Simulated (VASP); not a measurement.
Set up this calculation in VASP 6.6.1, as the native input.

- Task: relaxation of cell and atoms
- Functional: PBE
- Dispersion: D3(BJ)
- Potentials or basis: VASP PAW PBE potentials, release 64 (P_h)
- Cutoff: 900 eV
- k mesh: 10 × 10 × 8
- Occupations: gaussian, width 0.02 eV
- Spin: no spin polarisation
- Further INCAR settings: ALGO = Normal; EDIFF = 1e-07; IBRION = 2; EDIFFG = -0.002; NSW = 80; ISIF = 3

The structure of P lies in POSCAR:

```
P                                       
1.0
    1.6604403373     -5.0968310831      0.0000000000
    1.6604403373      5.0968310831     -0.0000000000
    0.0000000000     -0.0000000000      4.1661263484
  P             
     4
Direct
     0.8937163115013602    0.1062836884986398    0.0721511159024222
     0.6062836884986398    0.3937163115013603    0.5721511159024223
     0.1062836884986398    0.8937163115013602    0.9278488840975777
     0.3937163115013603    0.6062836884986398    0.4278488840975778
```

These files were run (other wordings do the same):

INCAR

```
SYSTEM = P
PREC = Accurate
ENCUT = 900
EDIFF = 1E-7
ISMEAR = 0
SIGMA = 0.02
LREAL = .FALSE.
LASPH = .TRUE.
NELM = 60
ALGO = Normal
ISIF = 3
LWAVE = .FALSE.
LCHARG = .FALSE.
GGA = PE
IVDW = 12
IBRION = 2
NSW = 80
EDIFFG = -0.002
```

KPOINTS

```
Automatic mesh
0
G
  10 10 8
  0 0 0
```

Potentials or basis: VASP PAW PBE potentials, release 64 (P_h).

Run with:

```bash
$ cat potpaw_PBE.64/P_h/POTCAR > POTCAR
$ mpirun -np 1 vasp_std > vasp.out
```

It gave:

```json
{
 "Pressure after relaxing": "0.0 GPa",
 "Band gap on the k mesh": "none (metal or under the smearing width)",
 "Dispersion energy per atom": "-0.398 eV"
}
```

Caveat: the relaxation stopped at its first step, so nothing moved; pairwise dispersion overbinds metals, which lowers pressure and volume.

Wall time 5.2 min on 1 thread of Intel(R) Xeon(R) Platinum 8488C (Sapphire Rapids), with other jobs on the host, peak memory 0.51 GiB.
